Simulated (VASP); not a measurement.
# BaLiF3 (P4/mmm) in VASP: notebook, part 2 of 2

VASP 6.6.1. The steps go on from the part before.

## (3) Single point, LDA (strain +0.0500 x Voigt [1, 1, 0, 0, 0, 0], atoms carried along)

File INCAR:

```
SYSTEM = BaLiF3
  PREC = Accurate
  ENCUT = 520
  EDIFF = 1E-7
  ISMEAR = 0
  SIGMA = 0.05
  LREAL = .FALSE.
  LASPH = .TRUE.
  NELM = 100
  ALGO = Fast
  ISIF = 2
  LWAVE = .FALSE.
  LCHARG = .FALSE.
  GGA = CA
  NBANDS = 25
```

File KPOINTS:

```
Automatic mesh
0
G
  6 6 6
  0 0 0
```

File POSCAR:

```
BaLiF3
1.0
    4.1880107220      0.0000000000      0.0000000000
    0.0000000000      4.1880107220      0.0000000000
    0.0000000000      0.0000000000      3.9885816400
Ba Li F
1 1 3
Direct
    0.0000000000      0.0000000000      0.0000000000
    0.5000000000      0.5000000000      0.5000000000
    0.0000000000      0.5000000000      0.5000000000
    0.5000000000      0.5000000000      0.0000000000
    0.5000000000      0.0000000000      0.5000000000
```

Potentials or basis: VASP PAW LDA potentials, release 64 (Ba_sv, Li_sv, F).

Run with:

```console
cat potpaw_LDA.64/Ba_sv/POTCAR potpaw_LDA.64/Li_sv/POTCAR potpaw_LDA.64/F/POTCAR > POTCAR
mpirun -np 1 vasp_std > vasp.out
```

OUTCAR:

```text
SYSTEM = BaLiF3
   PREC = Accurate
   ENCUT = 520
   EDIFF = 1E-7
   ISMEAR = 0
   LREAL = .FALSE.
   LASPH = .TRUE.
   NELM = 100
   ISIF = 2
   GGA = CA

 ion  position               nearest neighbor table
   1  0.000  0.000  0.000-   3 2.89   5 2.89   3 2.89   5 2.89   3 2.89   3 2.89   5 2.89   5 2.89
                             4 2.96   4 2.96   4 2.96   4 2.96   2 3.57   2 3.57   2 3.57   2 3.57
   2  0.500  0.500  0.500-   4 1.99   4 1.99   5 2.09   3 2.09   5 2.09   3 2.09   1 3.57   1 3.57
                             1 3.57   1 3.57   1 3.57   1 3.57   1 3.57   1 3.57
   3  0.000  0.500  0.500-   2 2.09   2 2.09   1 2.89   1 2.89   1 2.89   1 2.89
   4  0.500  0.500  0.000-   2 1.99   2 1.99   1 2.96   1 2.96   1 2.96   1 2.96
   5  0.500  0.000  0.500-   2 2.09   2 2.09   1 2.89   1 2.89   1 2.89   1 2.89

  LATTYP: Found a simple tetragonal cell.
 ALAT       =     4.1880107220
 C/A-ratio  =     0.9523809524

  Lattice vectors:

 A1 = (   4.1880107220,   0.0000000000,   0.0000000000)
 A2 = (   0.0000000000,   4.1880107220,   0.0000000000)
 A3 = (   0.0000000000,   0.0000000000,   3.9885816400)

Analysis of symmetry for initial positions (statically):
=====================================================================
 Subroutine PRICEL returns:
 Original cell was already a primitive cell.

 Routine SETGRP: Setting up the symmetry group for a
 simple tetragonal supercell.

 Subroutine GETGRP returns: Found 16 space group operations
 (whereof 16 operations were pure point group operations)
 out of a pool of 16 trial point group operations.

The static configuration has the point symmetry D_4h.

Analysis of symmetry for dynamics (positions and initial velocities):
=====================================================================
 Subroutine PRICEL returns:
 Original cell was already a primitive cell.

 Routine SETGRP: Setting up the symmetry group for a
 simple tetragonal supercell.

 Subroutine GETGRP returns: Found 16 space group operations
 (whereof 16 operations were pure point group operations)
 out of a pool of 16 trial point group operations.

The dynamic configuration has the point symmetry D_4h.

 Subroutine INISYM returns: Found 16 space group operations
 (whereof 16 operations are pure point group operations),
 and found     1 'primitive' translations

----------------------------------------------------------------------------------------

                                     Primitive cell

  volume of cell :      69.9575

  direct lattice vectors                    reciprocal lattice vectors
     4.188010722  0.000000000  0.000000000     0.238776848  0.000000000  0.000000000
     0.000000000  4.188010722  0.000000000     0.000000000  0.238776848  0.000000000
     0.000000000  0.000000000  3.988581640     0.000000000  0.000000000  0.250715691

  length of vectors
     4.188010722  4.188010722  3.988581640     0.238776848  0.238776848  0.250715691

  position of ions in fractional coordinates (direct lattice)
     0.000000000  0.000000000  0.000000000
     0.500000000  0.500000000  0.500000000
     0.000000000  0.500000000  0.500000000
     0.500000000  0.500000000  0.000000000
     0.500000000  0.000000000  0.500000000

  ion indices of the primitive-cell ions
   primitive index   ion index
[... 35 lines left out ...]
  0.166667  0.000000  0.000000      4.000000
  0.333333  0.000000  0.000000      4.000000
  0.500000  0.000000  0.000000      2.000000
  0.166667  0.166667  0.000000      4.000000
  0.333333  0.166667  0.000000      8.000000
[... 16 lines left out ...]
  0.333333  0.000000  0.333333      8.000000
  0.500000  0.000000  0.333333      4.000000
 [... further k-points ...]
   k-points           NKPTS =     40   k-points in BZ     NKDIM =     40   number of bands    NBANDS=     25
   number of dos      NEDOS =    301   number of ions     NIONS =      5
   total plane-waves  NPLWV =  30720
   dimension x,y,z NGX =    32 NGY =   32 NGZ =   30
   dimension x,y,z NGXF=    64 NGYF=   64 NGZF=   60
   ions per type =               1   1   3
   NGX,Y,Z   is equivalent  to a cutoff of  12.70, 12.70, 12.50 a.u.
   NGXF,Y,Z  is equivalent  to a cutoff of  25.41, 25.41, 25.01 a.u.
 SYSTEM =  BaLiF3
   PREC   = accura    normal or accurate (medium, high low for compatibility)
   ISTART =      0    job   : 0-new  1-cont  2-samecut
   ICHARG =      2    charge: 1-file 2-atom 10-const
   ISPIN  =      1    spin polarized calculation?
   LNONCOLLINEAR =      F non collinear calculations
   LSORBIT =      F    spin-orbit coupling
   LASPH  =      T    aspherical Exc in radial PAW
   ENCUT  =  520.0 eV  38.22 Ry    6.18 a.u.   7.79  7.79  7.42*2*pi/ulx,y,z
   NELM   =    100;   NELMIN=  2; NELMDL= -5     # of ELM steps
   EDIFF  = 0.1E-06   stopping-criterion for ELM
   LREAL  =      F    real-space projection
   EDIFFG = 0.1E-05   stopping-criterion for IOM
   NSW    =      0    number of steps for IOM
   IBRION =     -1    ionic relax: 0-MD 1-quasi-New 2-CG
   NFREE  =      0    steps in history (QN), initial steepest desc. (CG)
   ISIF   =      2    stress and relaxation
   ISYM   =      2    0-nonsym 1-usesym 2-fastsym
   POTIM  = 0.5000    time-step for ionic-motion
   TEBEG  =    0.0;   TEEND  =   0.0 temperature during run
   PSTRESS=    0.0 pullay stress
   NELECT =      34.0000    total number of electrons
   NUPDOWN=      -1.0000    fix difference up-down
   EMIN   =  10.00;   EMAX   =-10.00  energy-range for DOS
   EFERMI =   0.00;   METHOD = LEGACY
   ISMEAR =     0;   SIGMA  =   0.05  broadening in eV -4-tet -1-fermi 0-gaus
   EFERMI_NEDOS =   21; number of points for ismear=-14 and -15
   IALGO  =     68    algorithm
   IMIX   =      4    mixing-type and parameters
     AMIX     =   0.40;   BMIX     =  1.00
     AMIX_MAG =   1.60;   BMIX_MAG =  1.00
  volume/ion in A,a.u.               =      13.99        94.42
  Fermi-wavevector in a.u.,A,eV,Ry     =   1.287132  2.432327 22.540895  1.656709
  Thomas-Fermi vector in A             =   2.419165
   LORBIT       =      0    0 simple, 1 ext, 2 COOP (PROOUT), +10 PAW based schemes
   GGA     = CA    functional components
   LHFCALC =     F    Hartree Fock is set to
   AEXX    =    0.0000 exact exchange contribution
   IVDW    =     0    specifies the selected vdW correction
   LEPSILON=     F    determine dielectric tensor
   LRPA    =     F    only Hartree local field effects (RPA)
 non-spin polarized calculation
 RMM-DIIS sequential band-by-band and
 Gauss-broadening in eV      SIGMA  =   0.05
  energy-cutoff  :      520.00
  volume of cell :       69.96
 maximum number of plane-waves:      1928
 NGX is ok and might be reduce to    32
   NGX = 15   NGY = 15   NGZ = 15

 number of electron      33.9999963 magnetization

 Free energy of the ion-electron system (eV)
  ---------------------------------------------------
  ext. energy  EPLUGINS =         0.00000000
  ---------------------------------------------------
  free energy    TOTEN  =       -28.89315097 eV

  energy without entropy =      -28.89315097  energy(sigma->0) =      -28.89315097

 E-fermi :  -1.1041     XC(G=0): -10.2502

 val. band max:       -1.3514108598   @ k =   0.0000   0.0000   0.0000
 cond. band min:       4.6977201848   @ k =   0.0000   0.0000   0.0000
 fundamental gap:      6.0491310446
 Fermi energy:        -1.1040595201

 k-point     1 :       0.0000    0.0000    0.0000
  band No.  band energies     occupation
      1     -41.1947      2.00000
      2     -25.0714      2.00000
      3     -20.4375      2.00000
      4     -20.1195      2.00000
      5     -19.9545      2.00000
      6     -10.1322      2.00000
[... 661 lines left out ...]
     24      10.7807      0.00000
     25      12.9956      0.00000

 [... further k-points ...]

------------------------ aborting loop because EDIFF is reached ----------------------------------------

  FORCE on cell =-STRESS in cart. coord.  units (eV):
  Direction    XX          YY          ZZ          XY          YZ          ZX
  --------------------------------------------------------------------------------------
  -------------------------------------------------------------------------------------
  Total       -4.8358961     -4.8358961     -3.5664797      0.0000000      0.0000000      0.0000000
  in kB     -110.7524868   -110.7524868    -81.6801039      0.0000000      0.0000000      0.0000000
  external PRESSURE =    -101.0616925 kB  Pullay stress =       0.0000000 kB

 VOLUME and BASIS-vectors are now :
 -----------------------------------------------------------------------------
  energy-cutoff  :      520.00
  volume of cell :       69.96
      direct lattice vectors                 reciprocal lattice vectors
     4.188010722  0.000000000  0.000000000     0.238776848  0.000000000  0.000000000
     0.000000000  4.188010722  0.000000000     0.000000000  0.238776848  0.000000000
     0.000000000  0.000000000  3.988581640     0.000000000  0.000000000  0.250715691

 POSITION                                       TOTAL-FORCE (eV/Angst)
 -----------------------------------------------------------------------------------
      0.00000      0.00000      0.00000         0.000000      0.000000      0.000000
      2.09401      2.09401      1.99429         0.000000      0.000000      0.000000
      0.00000      2.09401      1.99429         0.000000      0.000000      0.000000
      2.09401      2.09401      0.00000         0.000000      0.000000      0.000000
      2.09401      0.00000      1.99429         0.000000      0.000000      0.000000
 -----------------------------------------------------------------------------------
    total drift:                                0.000000     -0.000000     -0.000000

  FREE ENERGIE OF THE ION-ELECTRON SYSTEM (eV)
  ---------------------------------------------------
  free  energy   TOTEN  =       -28.8931509715 eV

  energy  without entropy=      -28.8931509715  energy(sigma->0) =      -28.89315097
```

OSZICAR:

```text
N       E                     dE             d eps       ncg     rms          rms(c)
DAV:   1     0.218209422520E+03    0.21821E+03   -0.18450E+04  2000   0.136E+03
DAV:   2    -0.164828047050E+02   -0.23469E+03   -0.22629E+03  2339   0.312E+02
DAV:   3    -0.302921309701E+02   -0.13809E+02   -0.13737E+02  3085   0.706E+01
[... 13 lines left out ...]
RMM:  85    -0.288931506125E+02   -0.11346E-06   -0.13705E-06  1442   0.263E-03    0.763E-04
RMM:  86    -0.288931507293E+02   -0.11681E-06   -0.13948E-06  1525   0.261E-03    0.786E-04
RMM:  87    -0.288931508256E+02   -0.96304E-07   -0.11621E-06  1440   0.254E-03    0.830E-04
RMM:  88    -0.288931509130E+02   -0.87392E-07   -0.10723E-06  1490   0.251E-03    0.840E-04
RMM:  89    -0.288931509715E+02   -0.58443E-07   -0.76388E-07  1475   0.249E-03
   1 F= -.28893151E+02 E0= -.28893151E+02  d E =-.655150E-14
```

Run time: 3.1 min. Hardware: 1 thread of AMD EPYC 9R45 (Zen 5), shared host; peak memory 0.16 GiB.

What came out:

```yaml
Free_energy: -28.8932 eV
Band_gap_on_the_k_mesh: 6.05 eV, direct
```

Caveat: the cutoff is under 1.25 times the usual one of these potentials, so pressure, stress and relaxed cells hold a basis-set (Pulay) error; spin-orbit coupling is left out, which moves the levels of the heavy elements. A k mesh can miss the band edges.

## (4) Single point, LDA (strain -0.0250 x Voigt [1, 1, 0, 0, 0, 0], atoms carried along)

File INCAR:

```
PREC     = Accurate       # precision mode
ENCUT    = 520            # plane-wave cutoff, eV
EDIFF    = 1E-6           # SCF threshold, eV
ISMEAR   = 0              # smearing method
SIGMA    = 0.05           # smearing width, eV
LREAL    = F              # projectors in reciprocal space
LASPH    = T              # aspherical terms in the spheres
NELM     = 100            # most SCF steps
ALGO     = Normal         # electronic algorithm
ISIF     = 2              # what is computed and relaxed
LWAVE    = F              # write WAVECAR
LCHARG   = T              # write CHGCAR
GGA      = CA             # functional
LELF     = T              # ELF
LVHAR    = T            
NBANDS   = 25             # bands
```

File KPOINTS:

```
Automatic mesh
0
Gamma
  6 6 6
```

POSCAR: that of step 3 with these lines changed.

```diff
@@ -2,4 +2,4 @@
 1.0
-    4.1880107220      0.0000000000      0.0000000000
-    0.0000000000      4.1880107220      0.0000000000
+    3.8888670990      0.0000000000      0.0000000000
+    0.0000000000      3.8888670990      0.0000000000
     0.0000000000      0.0000000000      3.9885816400
```

Run with:

```console
cat potpaw_LDA.64/Ba_sv/POTCAR potpaw_LDA.64/Li_sv/POTCAR potpaw_LDA.64/F/POTCAR > POTCAR
mpirun -np 1 vasp_std > vasp.out
```

It took 27 s on 1 thread of AMD EPYC 9R45 (Zen 5), shared host; peak memory 0.15 GiB.

It converged, with:

* Free energy: -29.2710 eV
* Band gap on the k mesh: 6.40 eV, direct

Levels at points of the mesh, in eV from the valence-band top:
```csv
k point,band 13,band 14,band 15,band 16,band 17,band 18,band 19,band 20,band 21,band 22
"(0.00, 0.00, 0.00)",-0.95,-0.90,0.00,0.00,0.00,6.40,6.67,8.35,9.95,9.95
"(0.50, 0.00, 0.00)",-1.15,-0.81,-0.80,-0.64,-0.54,8.21,8.83,10.47,10.91,11.18
"(0.50, 0.50, 0.00)",-1.54,-0.64,-0.64,-0.20,-0.12,9.04,9.55,10.92,10.92,12.93
"(0.00, 0.00, 0.50)",-1.22,-0.87,-0.87,-0.47,-0.47,7.90,8.66,10.55,11.06,11.06
"(0.50, 0.00, 0.50)",-1.45,-0.63,-0.60,-0.30,-0.30,9.03,9.21,11.12,11.17,12.78
"(0.50, 0.50, 0.50)",-0.31,-0.24,-0.24,-0.19,-0.08,8.09,8.09,8.09,12.20,12.49
```

Caveat: the cutoff is under 1.25 times the usual one of these potentials, so pressure, stress and relaxed cells hold a basis-set (Pulay) error; spin-orbit coupling is left out, which moves the levels of the heavy elements.

## (5) Single point, LDA (strain -0.0750 x Voigt [1, 1, 0, 0, 0, 0], atoms carried along)

File INCAR:

```
SYSTEM = BaLiF3
PREC     = Accurate       ! precision mode
ENCUT    = 520            ! plane-wave cutoff, eV
EDIFF    = 1E-6           ! SCF threshold, eV
ISMEAR   = 0              ! smearing method
SIGMA    = 0.05           ! smearing width, eV
LREAL    = .False.        ! projectors in reciprocal space
LASPH    = .True.         ! aspherical terms in the spheres
NELM     = 100            ! most SCF steps
ALGO     = Normal         ! electronic algorithm
ISIF     = 2              ! what is computed and relaxed
LWAVE    = .False.        ! write WAVECAR
LCHARG   = .False.        ! write CHGCAR
GGA      = CA             ! functional
NBANDS   = 25             ! bands
```

File KPOINTS:

```
regular mesh
0
Gamma
  6 6 6
  0 0 0
```

POSCAR: that of step 4 with these lines changed.

```diff
@@ -2,4 +2,4 @@
 1.0
-    3.8888670990      0.0000000000      0.0000000000
-    0.0000000000      3.8888670990      0.0000000000
+    3.6894380170      0.0000000000      0.0000000000
+    0.0000000000      3.6894380170      0.0000000000
     0.0000000000      0.0000000000      3.9885816400
```

Run with:

```console
cat potpaw_LDA.64/Ba_sv/POTCAR potpaw_LDA.64/Li_sv/POTCAR potpaw_LDA.64/F/POTCAR > POTCAR
mpirun -np 1 vasp_std > vasp.out
```

It took 24 s on 1 thread of AMD EPYC 9R45 (Zen 5), shared host; peak memory 0.14 GiB.

The run converged. Its results:

| Quantity | Value |
| --- | --- |
| Free energy | -29.0075 eV |
| Band gap on the k mesh | 6.08 eV, indirect (least direct gap 6.12 eV) |

Levels at points of the mesh, in eV from the valence-band top:
```
           k point  band 14  band 15  band 16  band 17  band 18  band 19  band 20  band 21
(0.00, 0.00, 0.00)    -1.15    -0.10    -0.04    -0.04     6.08     7.02     9.34    10.18
(0.50, 0.00, 0.00)    -1.12    -0.95    -0.94    -0.77     8.59     9.62    10.89    11.24
(0.50, 0.50, 0.00)    -0.69    -0.69    -0.24    -0.04     9.60    10.49    11.18    11.18
(0.00, 0.00, 0.50)    -1.12    -1.12    -0.52    -0.52     7.63     9.04    11.17    11.69
(0.50, 0.00, 0.50)    -0.76    -0.67    -0.67    -0.57     9.42     9.43    11.85    12.10
(0.50, 0.50, 0.50)    -0.57    -0.57    -0.23     0.00     8.34     8.34     8.45    12.51
```

Caveat: the cutoff is under 1.25 times the usual one of these potentials, so pressure, stress and relaxed cells hold a basis-set (Pulay) error; spin-orbit coupling is left out, which moves the levels of the heavy elements.

## (6) Overview

| cell | gap on the mesh (eV) |
| --- | --- |
| strain +0.1000 x Voigt [1, 1, 0, 0, 0, 0], atoms carried along | 5.53 |
| strain +0.0500 x Voigt [1, 1, 0, 0, 0, 0], atoms carried along | 6.05 |
| strain -0.0250 x Voigt [1, 1, 0, 0, 0, 0], atoms carried along | 6.40 |
| strain -0.0750 x Voigt [1, 1, 0, 0, 0, 0], atoms carried along | 6.08 |

Alike in all rows: task single point; level LDA; potentials or basis VASP PAW LDA potentials, release 64 (Ba_sv, Li_sv, F); no spin polarisation; k mesh 6 × 6 × 6; cutoff (eV) 520; smearing gaussian 0.05 eV.

Caveats: the cutoff is under 1.25 times the usual one of these potentials, so pressure, stress and relaxed cells hold a basis-set (Pulay) error; spin-orbit coupling is left out, which moves the levels of the heavy elements.

Total energies depend on the potentials used, so only differences within one code and one set of settings carry meaning.
